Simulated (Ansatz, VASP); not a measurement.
**CsAgMoO4: VASP beside Ansatz**

Aim: how closely do two programs agree when they are given the same cell, functional and k mesh? The cell is generated by rule, not measured, and may not be a known phase. Of the first pair: The cell is taken from a series of runs on this material, whose earlier steps may have relaxed, scaled, displaced or heated it; both programs get it as it stands.

Program: Ansatz 0.2.0. Level of theory: plane waves, with VASP 6.6.1 beside it; relaxation of cell and atoms at PBEsol. Results are calculated unless marked as measured.

## 1. The starting structure

Symmetry: F-43m, No. 216, cubic system. The conventional cell has a = 9.130 Å, b = 9.130 Å, c = 9.130 Å, α = 90.00°, β = 90.00°, γ = 90.00°. Nearest to Cs lie 12 O at 3.83 Å. Nearest to Ag lie 4 O at 2.19 Å. Mo has 4 O at 1.77 Å nearest. Nearest to O lie 1 Mo at 1.77 Å and 1 Ag at 2.19 Å and 3 Cs at 3.83 Å. Farther neighbours and most contacts between anions are not listed.

As a file:

```
Cs Ag Mo O
1.0
     0.00000    4.56514    4.56514
     4.56514    0.00000    4.56514
     4.56514    4.56514    0.00000
Cs Ag Mo O
1 1 1 4
Direct
  0.75000 0.75000 0.75000
  0.50000 0.50000 0.50000
  0.25000 0.25000 0.25000
  0.91480 0.36174 0.36174
  0.36174 0.36174 0.91480
  0.36174 0.91480 0.36174
  0.36174 0.36174 0.36174
```

## 2. VASP: relaxation of cell and atoms, PBEsol, pair 1

The relaxed volume is the usual yardstick between codes: in a stiff, nearly cubic crystal its relative difference is about their pressure difference at one cell divided by the bulk modulus.

Lines of VASP's logs that name or quote its potential files are left out, and so is its time.

INCAR reads:

```
SYSTEM = CsAgMoO4
PREC = Accurate
ENCUT = 600
EDIFF = 1E-07
NELM = 120
ISMEAR = 0
SIGMA = 0.01
LREAL = .FALSE.
ALGO = Normal
GGA = PS
NBANDS = 36
LASPH = .TRUE.
LORBIT = 11
LWAVE = .FALSE.
LCHARG = .FALSE.
ISIF = 3
IBRION = 2
NSW = 80
EDIFFG = -0.005
GGA_COMPAT = .FALSE.
NELMIN = 4
EFERMI = MIDGAP
KPAR = 2
```

POSCAR reads:

```
CsAgMoO4
1.0
    0.0000000000      4.5651410000      4.5651410000
    4.5651410000      0.0000000000      4.5651410000
    4.5651410000      4.5651410000      0.0000000000
Cs Ag Mo O
1 1 1 4
Direct
    0.7500000548      0.7500000548      0.7500000548
    0.5000000000      0.5000000000      0.5000000000
    0.2500000548      0.2500000548      0.2500000548
    0.9147950742      0.3617350483      0.3617350483
    0.3617350483      0.3617350483      0.9147950742
    0.3617350483      0.9147950742      0.3617350483
    0.3617350483      0.3617350483      0.3617350483
```

KPOINTS reads:

```
Automatic mesh
0
Gamma
4 4 4
0 0 0
```

Potentials, in the order of the species: Cs_sv, Ag, Mo_sv and O (PBE family, release 64).

Command:

```sh
mpirun -np 2 vasp_std
```

Numbers of over 12 decimals in the logs are rounded to 6 here.

What it wrote:

```text
[banner, memory and clock lines left out]
running    2 mpi-ranks, on    1 nodes
 distrk:  each k-point on    1 cores,    2 groups
 distr:  one band on    1 cores,    1 groups

 POSCAR found type information on POSCAR CsAgMoO
 POSCAR found :  4 types and       7 ions
|                                                                             |
|               ----> ADVICE to this user running VASP <----                  |
|                                                                             |
|     You enforced a specific xc type in the INCAR file but a different       |
|     [... a line on the potential file left out ...]
|     I HOPE YOU KNOW WHAT YOU ARE DOING!                                     |
|                                                                             |

 LDA part: xc-table for (Slater+PW92), standard interpolation
 POSCAR, INCAR and KPOINTS ok, starting setup
 FFT: planning ... GRIDC
 FFT: planning ... GRID_SOFT
 FFT: planning ... GRID
 WAVECAR not read
 entering main loop
       N       E                     dE             d eps       ncg     rms          rms(c)
DAV:   1     0.499384154592E+03    0.49938E+03   -0.32032E+04   648   0.160E+03
DAV:   2    -0.154456447444E+02   -0.51483E+03   -0.50419E+03   712   0.360E+02
DAV:   3    -0.574257583173E+02   -0.41980E+02   -0.41713E+02   740   0.104E+02
DAV:   4    -0.581673013716E+02   -0.74154E+00   -0.73877E+00   744   0.139E+01
DAV:   5    -0.581831547360E+02   -0.15853E-01   -0.15829E-01   716   0.184E+00    0.635E+01
DAV:   6    -0.497436048030E+02    0.84395E+01   -0.61925E+01   660   0.522E+01    0.125E+01
DAV:   7    -0.485786315432E+02    0.11650E+01   -0.19597E+01   652   0.296E+01    0.196E+01
DAV:   8    -0.480226743495E+02    0.55596E+00   -0.15322E+00   656   0.922E+00    0.641E+00
DAV:   9    -0.479683041975E+02    0.54370E-01   -0.28135E-01   784   0.394E+00    0.158E+00
DAV:  10    -0.479727795825E+02   -0.44754E-02   -0.23560E-02   688   0.107E+00    0.433E-01
DAV:  11    -0.479814232533E+02   -0.86437E-02   -0.73491E-03   636   0.546E-01    0.144E-01
DAV:  12    -0.479835670840E+02   -0.21438E-02   -0.26710E-03   664   0.249E-01    0.772E-02
DAV:  13    -0.479837353507E+02   -0.16827E-03   -0.23297E-04   676   0.115E-01    0.545E-02
DAV:  14    -0.479837413863E+02   -0.60356E-05   -0.11608E-04   652   0.564E-02    0.478E-02
DAV:  15    -0.479837402763E+02    0.11099E-05   -0.21550E-05   708   0.288E-02    0.929E-03
DAV:  16    -0.479837401258E+02    0.15050E-06   -0.14784E-06   640   0.792E-03    0.538E-03
DAV:  17    -0.479837400016E+02    0.12428E-06   -0.13445E-06   640   0.686E-03    0.125E-03
DAV:  18    -0.479837399966E+02    0.49831E-08   -0.44902E-08   484   0.135E-03
   1 F= -.47983740E+02 E0= -.47983740E+02  d E =-.479837E+02
[...]
2 F= -.47982970E+02 E0= -.47982970E+02  d E =0.770024E-03
[...]
3 F= -.47984116E+02 E0= -.47984116E+02  d E =-.376131E-03
[...]
4 F= -.47984338E+02 E0= -.47984338E+02  d E =-.221765E-03
 trial-energy change:   -0.000222  1 .order   -0.000224   -0.000347   -0.000102
 step:   1.2750(harm=  1.2360)  dis= 0.00092  next Energy=   -47.984361 (dE=-0.245E-03)
 bond charge predicted
       N       E                     dE             d eps       ncg     rms          rms(c)
DAV:   1    -0.479850193699E+02   -0.68152E-03   -0.20166E-02   616   0.988E-01    0.248E-01
DAV:   2    -0.479844073601E+02    0.61201E-03   -0.17013E-03   612   0.280E-01    0.616E-02
DAV:   3    -0.479843598139E+02    0.47546E-04   -0.25109E-04   712   0.760E-02    0.449E-02
DAV:   4    -0.479843587473E+02    0.10665E-05   -0.22889E-05   708   0.341E-02    0.418E-02
DAV:   5    -0.479843586227E+02    0.12461E-06   -0.74723E-06   696   0.184E-02    0.663E-03
DAV:   6    -0.479843585214E+02    0.10129E-06   -0.25486E-06   656   0.812E-03    0.227E-03
DAV:   7    -0.479843585495E+02   -0.28032E-07   -0.24975E-07   568   0.294E-03
   5 F= -.47984359E+02 E0= -.47984359E+02  d E =-.242422E-03
 curvature:  -0.73 expect dE=-0.131E-05 dE for cont linesearch -0.799E-06
 trial: gam= 0.00000 g(F)=  0.288E-07 g(S)=  0.178E-05 ort =-0.228E-04 (trialstep = 0.953E+00)
 search vector abs. value=  0.181E-05
 reached required accuracy - stopping structural energy minimisation
```

From OUTCAR (step 2):

```text
ion  position               nearest neighbor table
   1  0.750  0.750  0.750-
   2  0.500  0.500  0.500-   7 2.19   5 2.19   6 2.19   4 2.19
   3  0.250  0.250  0.250-   7 1.77   5 1.77   6 1.77   4 1.77
   4  0.915  0.362  0.362-   3 1.77   2 2.19
   5  0.362  0.362  0.915-   3 1.77   2 2.19
   6  0.362  0.915  0.362-   3 1.77   2 2.19
   7  0.362  0.362  0.362-   3 1.77   2 2.19

  LATTYP: Found a face centered cubic cell.
 ALAT       =     9.1302820000

 Subroutine GETGRP returns: Found 24 space group operations
 (whereof 24 operations were pure point group operations)

The static configuration has the point symmetry T_d .

 Found      8 irreducible k-points:

   k-points           NKPTS =      8   k-points in BZ     NKDIM =      8   number of bands    NBANDS=     36

   dimension x,y,z NGX =    54 NGY =   54 NGZ =   54
   dimension x,y,z NGXF=   108 NGYF=  108 NGZF=  108

   ENCUT  =  600.0 eV  44.10 Ry    6.64 a.u.  12.89 12.89 12.89*2*pi/ulx,y,z

   NELECT =      58.0000    total number of electrons

 k-points in reciprocal lattice and weights: Automatic mesh
   0.00000000  0.00000000  0.00000000       0.016
   0.25000000  0.00000000  0.00000000       0.125
   0.50000000  0.00000000  0.00000000       0.062
   0.25000000  0.25000000  0.00000000       0.094
   0.50000000  0.25000000  0.00000000       0.375
  -0.25000000  0.25000000  0.00000000       0.188
   0.50000000  0.50000000  0.00000000       0.047
  -0.25000000  0.50000000  0.25000000       0.094

 average (electrostatic) potential at core
       1 -50.5327       2 -76.1937       3 -81.7478       4 -74.3993       5 -74.3993
       6 -74.3993       7 -74.3993

 E-fermi :   1.3323

 k-point     1 :       0.0000    0.0000    0.0000
  band No.  band energies     occupation
    ...
     25      -1.4527      2.00000
     26      -1.4527      2.00000
     27      -0.9016      2.00000
     28      -0.9016      2.00000
     29      -0.9016      2.00000
     30       2.7616      0.00000
     31       3.6741      0.00000
     32       3.6741      0.00000
     33       5.5203      0.00000
     34       5.5203      0.00000
    ...

 k-point     2 :       0.2500    0.0000    0.0000
  band No.  band energies     occupation
    ...
     25      -1.2258      2.00000
     26      -1.2258      2.00000
     27      -0.5462      2.00000
     28      -0.5462      2.00000
     29      -0.4937      2.00000
     30       3.1884      0.00000
     31       3.6440      0.00000
     32       3.6440      0.00000
     33       4.8959      0.00000
     34       5.5158      0.00000
    ...

 k-point     3 :       0.5000    0.0000    0.0000
  band No.  band energies     occupation
    ...
     25      -1.2004      2.00000
     26      -1.2004      2.00000
     27      -0.2607      2.00000
     28      -0.2607      2.00000
     29      -0.1021      2.00000
     30       3.6141      0.00000
     31       3.6141      0.00000
     32       3.6945      0.00000
     33       4.6004      0.00000
     34       5.2644      0.00000
    ...

  Total        0.0092812      0.0092812      0.0092812     -0.0000000     -0.0000000     -0.0000000
  in kB        0.0783892      0.0783892      0.0783892     -0.0000000     -0.0000000     -0.0000000
  external PRESSURE =       0.0783892 kB  Pullay stress =       0.0000000 kB

  energy-cutoff  :      600.00
  volume of cell :      189.70
      direct lattice vectors                 reciprocal lattice vectors
     0.000000000  4.560468530  4.560468530    -0.109637858  0.109637858  0.109637858
     4.560468530 -0.000000000  4.560468530     0.109637858 -0.109637858  0.109637858
     4.560468530  4.560468530  0.000000000     0.109637858  0.109637858 -0.109637858

 POSITION                                       TOTAL-FORCE (eV/Angst)
 -----------------------------------------------------------------------------------
      6.84070      6.84070      6.84070         0.000000      0.000000      0.000000
      4.56047      4.56047      4.56047         0.000000      0.000000      0.000000
      2.28023      2.28023      2.28023         0.000000      0.000000     -0.000000
      3.30132      5.81962      5.81962         0.000223     -0.000223     -0.000223
      5.81962      5.81962      3.30132        -0.000223     -0.000223      0.000223
      5.81962      3.30132      5.81962        -0.000223      0.000223     -0.000223
      3.30132      3.30132      3.30132         0.000223      0.000223      0.000223
 -----------------------------------------------------------------------------------
    total drift:                               -0.003827     -0.003827     -0.003827

  FREE ENERGIE OF THE ION-ELECTRON SYSTEM (eV)
  ---------------------------------------------------
  free  energy   TOTEN  =       -47.9843585495 eV

  energy  without entropy=      -47.9843585495  energy(sigma->0) =      -47.98435855

 reached required accuracy - stopping structural energy minimisation

 total charge
# of ion       s       p       d       tot
------------------------------------------
    1        1.837   4.698   0.010   6.546
    2        0.237   0.262   9.324   9.822
    3        2.462   6.385   4.129  12.975
    4        1.567   3.419   0.000   4.986
    5        1.567   3.419   0.000   4.986
    6        1.567   3.419   0.000   4.986
    7        1.567   3.419   0.000   4.986
--------------------------------------------------
tot         10.803  25.022  13.462  49.287

[... 3 further parts left out ...]
```

(Part 1 of 3 ends here.)

[Lines on the potential files, build, host, timing and source positions are cut from VASP's logs without a mark.]

[Logs are printed without paths, hosts, clocks, repeated set-up lines and the standing remarks that a program may print on its own settings, such as how far it seeks lower states.]

[Hosts, paths, dates, database ids (printed as entryN), source tags and the programs' standing remarks are cut or masked in the printed files.]
